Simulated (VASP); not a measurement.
Data:

```
CdO
1.0
    0.00000     2.36897     2.36897
    2.36897     0.00000     2.36897
    2.36897     2.36897     0.00000
Cd O
1 1
Direct
  0.00000   0.00000   0.00000
  0.50000   0.50000   0.50000
```

All values below come from optB86b-vdW, VASP's PBE PAW potentials (set 64) (plane waves; VASP). Settings: 520 eV cut-off, Gaussian smearing of 0.050 eV, potentials Cd O.

### Question
Predict the band gap (along the path) with the smallest direct gap where there is one.

### Answer

| Quantity | Value |
|---|---|
| band gap (along the path) | none (metal, semimetal or under 0.01 eV) |

Only differences to runs with the same potentials and settings are physical.

The compound is CdO in the rock salt structure. It was relaxed first.
